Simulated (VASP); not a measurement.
Ni3GeC: single point with PBE

The system is Ni3GeC.

```
Ge Ni C
1.0
     3.80871    0.00000    0.00000
     0.00000    3.80871    0.00000
     0.00000    0.00000    3.80871
Ge Ni C
1 3 1
Direct
  0.00000 0.00000 0.00000
  0.50000 0.00000 0.50000
  0.50000 0.50000 0.00000
  0.00000 0.50000 0.50000
  0.50000 0.50000 0.50000
```

The cell comes from a database or a generator and needn't be the stable form of this composition.

```yaml
Program: VASP 6.6.1
Task: single point
Functional: PBE
Potentials_or_basis: VASP PAW PBE potentials, release 54 (Ge_d, Ni, C)
Cutoff: 520 eV
k_mesh: 7 × 7 × 7
Occupations: gaussian, width 0.1 eV
Spin: collinear spin, ferromagnetic start
Starting_moments: "[0.0, 1.0, 1.0, 1.0, 0.0] μB"
```

The pressure is 0.7 GPa. The band gap on the k mesh is none (metal or under the smearing width). The net moment is 0.00 μB per cell. The valence electrons inside the program's atomic spheres are Ge 12.23; Ni 9.48; C 2.41.

Levels at points of the mesh, in eV from the Fermi level:
Spin up:
| k point | band 21 | band 22 | band 23 | band 24 | band 25 | band 26 | band 27 | band 28 |
| --- | --- | --- | --- | --- | --- | --- | --- | --- |
| (0.00, 0.00, 0.00) | -0.92 | -0.92 | -0.92 | -0.65 | 0.52 | 1.52 | 1.52 | 1.52 |
Spin down:
| k point | band 20 | band 21 | band 22 | band 23 | band 24 | band 25 | band 26 | band 27 | band 28 | band 29 |
| --- | --- | --- | --- | --- | --- | --- | --- | --- | --- | --- |
| (0.00, 0.00, 0.00) | -1.59 | -0.92 | -0.92 | -0.92 | -0.65 | 0.52 | 1.52 | 1.52 | 1.52 | 4.72 |

Wall time 74 s on 1 thread of Intel(R) Xeon(R) Platinum 8259CL CPU @ 2.50GHz (Skylake/Cascade Lake), with other jobs on the host, peak memory 0.21 GiB.
